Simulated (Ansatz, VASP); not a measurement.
**Si (Si (Fd-3m)): VASP beside Ansatz**

One calculation is typed for both programs; each brings its own data sets. How far apart do they land? The cell is taken from a series of runs on this material, whose earlier steps may have relaxed, scaled, displaced or heated it; both programs get it as it stands.

Method: plane waves, with VASP 6.6.1 beside it; LDA, in Ansatz 0.2.0.

### 1. The starting structure

The structure is cubic, space group Fd-3m (No. 227). Conventional cell: a = 5.402 Å, b = 5.402 Å, c = 5.402 Å, α = 90.00°, β = 90.00°, γ = 90.00°. Nearest to Si lie 4 Si at 2.34 Å. That group holds within 0.01 Å; judged at 0.001 Å it is R-3m (No. 166).

### 2. Ansatz: single point, LDA, pair 1

Ansatz runs on its default PAW (the set named soft_2) files.

With cell and atoms fixed, the geometry can't cause a difference; cores, projectors, grids and the points listed under the comparison can.

Input file input.yaml:

```yaml
crystal:
  lattice:
    - [0.0, 2.700990229, 2.700990229]
    - [2.700990229, 0.0, 2.700990229]
    - [2.700990229, 2.700990229, 0.0]
  atoms:
    - { symbol: Si, position: [0.4998830167, 0.4998830167, 0.4998830164] }
    - { symbol: Si, position: [0.7501169837, 0.7501169837, 0.7501169833] }
basis:
  ecutwfc: 420.0
  ecutrho_ratio: 4
  xc_grid: 2
  precision: f64
hamiltonian:
  xc: lda
  pseudopotentials: { kind: paw }
scf:
  max_iter: 120
  self_checks: high
  occupations: { method: fixed }
kpoints:
  mp_grid: { grid: [7, 7, 7] }
  band_path: { path: [VBM, CBM], npoints: 1 }
checkpoint:
  write: "../edges.run"
  compress: false
  write_wavefunctions: true
  write_every: 100000
```

Started as:

```
$ ansatz run input.yaml --threads 2 --pin off --max-ram 4710MiB --backend cpu --events-out ev --progress --plain --runs-dir out
```

Numbers of over 12 decimals in the logs are rounded to 6 here.

Output:

```text
Engine: ansatz 0.2.0, aarch64-unknown-linux-gnu
Pseudopotentials: kind: paw
Pseudopotential: Si, paw, valence charge 4, recommended cutoff 420 eV (normal), Si.paw.azcp
Functional definition: SPW92
  exchange = slater_x
  correlation = pw_c
Crystal: 2 atoms, lattice volume = 39.409 Å³
Basis set: ecut = 420 eV, 749 PW (Γ), exchange–correlation on 54×54×54 points (8 copies of the dense FFT grid, shifted against one another)
Bands: 8, of which v1, the nominal top of the filled ones, is band 4 counted from 1 (3 counted from 0)
Symmetry: 12 space group operations
Space group: R-3m (ITA 166), of the structure as read, at distance tolerance 3.4e-5 Å
k-points: 44 of 343
Non-local potential: Si, projectors of the file, l = 0: 2, l = 1: 2, l = 2: 2
PAW form: soft (Blöchl's): semilocal exchange-correlation on the pseudo side does not see the compensation charge
PAW frozen core: Si, regenerated for the run's functional, and the local potential with it (the file was generated under x = pbe(κ = 0.804, μ = 0.219515), c = pbe(β = 0.066725))
PAW one-centre angular grid: Si, 110 points (default); XC on 64 Gauss nodes
Initial density: superposition of atomic densities (neutral atoms: chi_scale 0, normalization atom), corrected by the library's trained network
Initial wavefunctions: pseudopotential atomic-orbital guess
Functional: x = slater, c = lda
SCF iter   1: F=—  HF=-1217.287054 eV  |F-HF|=—  |Δ(HF+E_count)|=         —  Δρ=4.11e-3  dr2=3.97e-3  ethr=1.77e-3  ⟨swp⟩=4.2  Hψ=2535  notcnv=0  defer=76
preconditioner: auto → none  [insulator: Δε(μ)=0.441 eV  Ē_g=9.490 eV  n_scr=8 (ndim 8)  ℏωp=16.7 eV  f_vac=0.000  ε∞_Penn≈4.1]
SCF iter   2: F=—  HF=-1217.286389 eV  |F-HF|=—  |Δ(HF+E_count)|=   6.65e-4  Δρ=1.90e-3  dr2=8.15e-4  ethr=4.96e-5  ⟨swp⟩=2.1  Hψ=794  notcnv=0  defer=83
SCF iter   3: F=—  HF=-1217.286221 eV  |F-HF|=—  |Δ(HF+E_count)|=   1.68e-4  Δρ=9.60e-5  dr2=3.15e-6  ethr=1.02e-5  ⟨swp⟩=2.8  Hψ=560  notcnv=0  defer=84
SCF iter   4: F=—  HF=-1217.286220 eV  |F-HF|=—  |Δ(HF+E_count)|=   5.83e-7  Δρ=2.37e-5  dr2=2.31e-7  ethr=3.93e-8  ⟨swp⟩=2.2  Hψ=528  notcnv=0  defer=25
iter 5 did not close the SCF: its close was put off for the readings that it lacked (scf_convergence_deferred on its scf_iter line)
SCF iter   5: F=-1217.286220 eV  HF=-1217.286220 eV  |F-HF|=4.95e-9  |Δ(HF+E_count)|=   8.07e-8  Δρ=6.37e-6  dr2=1.18e-8  ethr=2.88e-9  ⟨swp⟩=2.0  Hψ=528  notcnv=0  defer=25
SCF iter   6: F=-1217.286220 eV  HF=-1217.286220 eV  |F-HF|=1.16e-11  |Δ(HF+E_count)|=   3.48e-9  Δρ=2.34e-7  dr2=2.20e-11  ethr=1.47e-10  ⟨swp⟩=3.2  Hψ=2126  notcnv=0
SCF 1 converged in 6 iterations: F = -1217.286220 eV  dr2 = 2.20e-11
  greatest PAW one-centre occupation: 0.640 electrons in one spin orbital (limit 2), on the Si atom at site 1 (counted from 0), in its partial waves of l = 0
NSCF: frozen V_eff on 32 k-points
NSCF: frozen V_eff on 32 k-points
[...]
SCF converged after 6 iterations
Free energy (F): -1217.286220 eV
Harris-Foulkes:  -1217.286220 eV  (|F-HF|=1.16e-11)
Internal energy: -1217.286220 eV  (E = F + TS)
E sigma→0 (E₀):  -1217.286220 eV
Fermi energy:    6.234792 eV
--- Per-component energies (eV) ---
  E_band       = 8.828064
  E_kinetic    = 81.515031
  E_local      = -55.955158  (includes V_loc(G=0)·N_el)
  E_nonlocal   = 54.254799
  E_hartree    = 14.714471
  E_xc         = -109.860456
  E_vxc        = -94.577633  (∫ρ·V_xc dr)
  E_paw        = -972.376841  (= ΣΔE_a)
  E_vpaw       = -5.837919  (= ΣTr[D̂ρ^β])
  E_aug_tail   = 0.000011  (compensation charges beyond the density's cutoff)
  E_ewald      = -229.746740
  E_core_change = 0.168661  (= ΣΔE_core)
  E_smearing   = -0.000000  (= −TS)
  E_closure    = -0.000000  (closes the sum)
  Σ components = -1217.286220   (vs F -1217.286220, Δ=0.00e0)
--- Band table (eV; the first three rows and the last of 44) ---
  k-point 0: bands = ["-5.8527", "6.2164", "6.2164", "6.2348", "8.7464", "8.7572", "8.7572", "9.5851"]
  k-point 1: bands = ["-5.5828", "4.2623", "5.8533", "5.8676", "8.6211", "9.2770", "9.2869", "11.2381"]
  k-point 2: bands = ["-4.8038", "1.6094", "5.3332", "5.3463", "8.0704", "9.7182", "9.7324", "13.6206"]
  k-point 43: bands = ["-3.2756", "-0.6693", "3.5122", "4.6946", "8.3919", "9.8976", "10.3149", "14.3237"]
```

The column dr2 measures how far the density is from self-consistency, as an energy; F and HF (Harris–Foulkes) agree once it is small.

### 3. VASP: single point, LDA, pair 1

The same cell, functional (in two slightly different forms) and mesh now go to VASP, with its own data sets.

Lines of VASP's logs that name or quote its potential files are left out, and so is its time.

Input file INCAR:

```
SYSTEM = Si
PREC = Accurate
ENCUT = 400
EDIFF = 1E-06
NELM = 120
ISMEAR = 0
SIGMA = 0.01
LREAL = .FALSE.
ALGO = Normal
GGA = PW92
NBANDS = 10
LORBIT = 11
LWAVE = .FALSE.
LCHARG = .FALSE.
ISIF = 2
LASPH = .TRUE.
GGA_COMPAT = .FALSE.
EFERMI = MIDGAP
KPAR = 8
```

Input file POSCAR:

```
Si
1.0
    0.0000000000      2.7009902290      2.7009902290
    2.7009902290      0.0000000000      2.7009902290
    2.7009902290      2.7009902290      0.0000000000
Si
2
Direct
    0.4998830167      0.4998830167      0.4998830164
    0.7501169837      0.7501169837      0.7501169834
```

Input file KPOINTS:

```
Automatic mesh
0
Gamma
7 7 7
0 0 0
```

Potentials, in the order of the species: Si (LDA family, release 64).

Started as:

```
$ mpirun -np 8 vasp_std
```

Output:

```text
[banner, memory and clock lines left out]
running    8 mpi-ranks, on    1 nodes
 distrk:  each k-point on    1 cores,    8 groups
 distr:  one band on    1 cores,    1 groups

 POSCAR found type information on POSCAR Si
 POSCAR found :  1 types and       2 ions
|                                                                             |
|           W    W    AA    RRRRR   N    N  II  N    N   GGGG   !!!           |
|           W    W   A  A   R    R  NN   N  II  NN   N  G    G  !!!           |
|           W    W  A    A  R    R  N N  N  II  N N  N  G       !!!           |
|           W WW W  AAAAAA  RRRRR   N  N N  II  N  N N  G  GGG   !            |
|           WW  WW  A    A  R   R   N   NN  II  N   NN  G    G                |
|           W    W  A    A  R    R  N    N  II  N    N   GGGG   !!!           |
|                                                                             |
|     For optimal performance we recommend to set                             |
|       NCORE = 2 up to number-of-cores-per-socket                            |
|     NCORE specifies how many cores store one orbital (NPAR=cpu/NCORE).      |
|     This setting can greatly improve the performance of VASP for DFT.       |
|     The default, NCORE=1 might be grossly inefficient on modern             |
|     multi-core architectures or massively parallel machines. Do your        |
|     Unfortunately you need to use the default for GW and RPA                |
|     calculations (for HF NCORE is supported but not extensively tested      |
|     yet).                                                                   |
|                                                                             |

|                                                                             |
|               ----> ADVICE to this user running VASP <----                  |
|                                                                             |
|     You enforced a specific xc type in the INCAR file but a different       |
|     [... a line on the potential file left out ...]
|     I HOPE YOU KNOW WHAT YOU ARE DOING!                                     |
|                                                                             |

 LDA part: xc-table for (Slater(with rela. corr.)+PW92), standard interpolation
 POSCAR, INCAR and KPOINTS ok, starting setup
 FFT: planning ... GRIDC
 FFT: planning ... GRID_SOFT
 FFT: planning ... GRID
 WAVECAR not read
 entering main loop
       N       E                     dE             d eps       ncg     rms          rms(c)
DAV:   1     0.440058916842E+01    0.44006E+01   -0.28353E+03   888   0.523E+02
DAV:   2    -0.117675449992E+02   -0.16168E+02   -0.15610E+02  1260   0.797E+01
DAV:   3    -0.121750839729E+02   -0.40754E+00   -0.40674E+00  1086   0.118E+01
DAV:   4    -0.121782430584E+02   -0.31591E-02   -0.31588E-02  1062   0.132E+00
DAV:   5    -0.121782705256E+02   -0.27467E-04   -0.27467E-04  1104   0.108E-01    0.510E+00
DAV:   6    -0.119891735446E+02    0.18910E+00   -0.11594E-01  1006   0.144E+00    0.306E+00
DAV:   7    -0.119036507077E+02    0.85523E-01   -0.20381E-01  1044   0.197E+00    0.248E-01
DAV:   8    -0.119037681383E+02   -0.11743E-03   -0.73981E-03   992   0.512E-01    0.788E-02
DAV:   9    -0.119037430977E+02    0.25041E-04   -0.21267E-04  1110   0.833E-02    0.615E-02
DAV:  10    -0.119037482634E+02   -0.51657E-05   -0.14141E-05  1042   0.236E-02    0.300E-02
DAV:  11    -0.119037481890E+02    0.74402E-07   -0.66992E-07   592   0.493E-03
   1 F= -.11903748E+02 E0= -.11903748E+02  d E =0.000000E+00
```

From OUTCAR (step 3):

```text
ion  position               nearest neighbor table
   1  0.500  0.500  0.500-   2 2.34   2 2.34   2 2.34   2 2.34
   2  0.750  0.750  0.750-   1 2.34   1 2.34   1 2.34   1 2.34

  LATTYP: Found a face centered cubic cell.
 ALAT       =     5.4019804580

 Subroutine GETGRP returns: Found 12 space group operations
 (whereof  6 operations were pure point group operations)

The static configuration has the point symmetry C_3v.
 The point group associated with its full space group is D_3d.

 Found     44 irreducible k-points:

   k-points           NKPTS =     44   k-points in BZ     NKDIM =     44   number of bands    NBANDS=     10

   dimension x,y,z NGX =    28 NGY =   28 NGZ =   28
   dimension x,y,z NGXF=    56 NGYF=   56 NGZF=   56

   ENCUT  =  400.0 eV  29.40 Ry    5.42 a.u.   6.23  6.23  6.23*2*pi/ulx,y,z

   NELECT =       8.0000    total number of electrons

 k-points in reciprocal lattice and weights: Automatic mesh
   0.00000000  0.00000000  0.00000000       0.003
   0.14285714  0.00000000  0.00000000       0.017
   0.14285714  0.14285714  0.14285714       0.006
   0.28571429  0.00000000  0.00000000       0.017
   0.28571429  0.28571429  0.28571429       0.006
   0.42857143  0.00000000  0.00000000       0.017
   0.42857143  0.42857143  0.42857143       0.006
   0.14285714  0.14285714  0.00000000       0.017
   0.28571429  0.14285714  0.00000000       0.035
[...]
-0.28571429  0.42857143  0.14285714       0.035
   0.42857143  0.28571429 -0.28571429       0.035

 average (electrostatic) potential at core
       1 -84.7147       2 -84.7147

 E-fermi :   6.1694

 k-point     1 :       0.0000    0.0000    0.0000
  band No.  band energies     occupation
      1      -6.1242      2.00000
      2       5.9365      2.00000
      3       5.9365      2.00000
      4       5.9548      2.00000
      5       8.4663      0.00000
      6       8.4770      0.00000
      7       8.4770      0.00000
      8       9.3334      0.00000
      9      13.6804      0.00000
    ...

 k-point     2 :       0.1429    0.0000    0.0000
  band No.  band energies     occupation
      1      -5.8543      2.00000
      2       3.9861      2.00000
      3       5.5736      2.00000
      4       5.5878      2.00000
      5       8.3488      0.00000
      6       8.9970      0.00000
      7       9.0070      0.00000
      8      10.9759      0.00000
      9      13.0867      0.00000
    ...

 k-point     3 :       0.1429    0.1429    0.1429
  band No.  band energies     occupation
      1      -5.8545      2.00000
      2       3.9959      2.00000
      3       5.5749      2.00000
      4       5.5749      2.00000
      5       8.3437      0.00000
      6       9.0027      0.00000
      7       9.0027      0.00000
      8      10.9790      0.00000
      9      13.0907      0.00000
    ...

  Total        0.0049806      0.0049806      0.0049806     -0.0124566     -0.0124566     -0.0124566
  in kB        0.2024854      0.2024854      0.2024854     -0.5064191     -0.5064191     -0.5064191
  external PRESSURE =       0.2024854 kB  Pullay stress =       0.0000000 kB

  energy-cutoff  :      400.00
  volume of cell :       39.41
      direct lattice vectors                 reciprocal lattice vectors
     0.000000000  2.700990229  2.700990229    -0.185117293  0.185117293  0.185117293
     2.700990229  0.000000000  2.700990229     0.185117293 -0.185117293  0.185117293
     2.700990229  2.700990229  0.000000000     0.185117293  0.185117293 -0.185117293

 POSITION                                       TOTAL-FORCE (eV/Angst)
 -----------------------------------------------------------------------------------
      2.70036      2.70036      2.70036         0.017166      0.017166      0.017166
      4.05212      4.05212      4.05212        -0.017166     -0.017166     -0.017166
 -----------------------------------------------------------------------------------
    total drift:                                0.000000      0.000000     -0.000000

  FREE ENERGIE OF THE ION-ELECTRON SYSTEM (eV)
  ---------------------------------------------------
  free  energy   TOTEN  =       -11.9037481890 eV

  energy  without entropy=      -11.9037481890  energy(sigma->0) =      -11.90374819

 total charge
# of ion       s       p       d       tot
------------------------------------------
    1        0.758   0.959   0.000   1.717
    2        0.758   0.959   0.000   1.717
--------------------------------------------------
tot          1.515   1.918   0.000   3.434

[... 3 further parts left out ...]
```

The run ends at a pressure of 0.02 GPa, with forces up to 0.030 eV/Å.

### 4. Side by side

Known differences besides the potentials themselves: fixed occupations in Ansatz, narrow Gaussian smearing in VASP; the cutoff is 420 eV in Ansatz and 400 eV in VASP; VASP's log shows a relativistic correction to its local exchange, Ansatz's none. Total energies have different zeros and are not compared.

Compared:

```
              quantity  Ansatz   VASP  difference
gap on the k mesh (eV)   0.429  0.429      -0.001
```

A gap on the mesh is an upper bound, since the band edges may lie between its points.

(Part 1 of 2 ends here.)

[Lines on the potential files, build, host, timing and source positions are cut from VASP's logs without a mark.]

[Logs are printed without paths, hosts, clocks, repeated set-up lines and the standing remarks that a program may print on its own settings, such as how far it seeks lower states.]

[Hosts, paths, dates, database ids (printed as entryN), source tags and the programs' standing remarks are cut or masked in the printed files.]
